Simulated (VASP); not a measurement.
Runs of VASP 6.6.1 on FSnCl. The cell holds a molecule in a box, 3 atoms: a = 12.000 Å, b = 12.000 Å, c = 11.000 Å, α = 90.00°, β = 90.00°, γ = 90.00°. 

```csv
task,level,potentials or basis,cutoff (eV),grid for exact exchange (PRECFOCK),screening parameter,gap on the mesh (eV),largest force (eV/Å)
single point,PBE+D3(BJ),"VASP PAW PBE potentials, release 64 (F_h, Sn_d, Cl_h)",900,-,-,3.53,0.78
single point,HSE06+TS,"VASP PAW PBE potentials, release 64 (F, Sn_d, Cl)",520,Fast,0.2 1/A,4.59,0.24
single point,PBE,"VASP PAW PBE potentials, release 64 (F, Sn_d, Cl)",520,-,-,3.53,0.83
atomic charges,PBE+TS,"VASP PAW PBE potentials, release 64 (F, Sn_d, Cl)",520,-,-,3.53,0.83
electron localisation function,PBE,"VASP PAW PBE potentials, release 64 (F, Sn_d, Cl)",520,-,-,3.53,0.83
single point,BLYP,"VASP PAW PBE potentials, release 64 (F, Sn_d, Cl)",520,-,-,(a),1.25
single point,HSE06+D3(BJ),"VASP PAW PBE potentials, release 64 (F, Sn_d, Cl)",520,Fast,0.2 1/A,4.59,0.24
```

Alike in all rows: no spin polarisation; cell as given; k mesh 1 × 1 × 1; smearing gaussian 0.01 eV.

Task: Fill in the values left out.

Result: (a) 3.47.

Caveats: spin-orbit coupling is left out, which moves the levels of the heavy elements; the PAW data sets were made with another functional, which shifts forces and pressure a little (some runs).

A k mesh can miss the band edges, and the runs leave out spin-orbit coupling on Sn.

Not every run made on this cell is shown here.
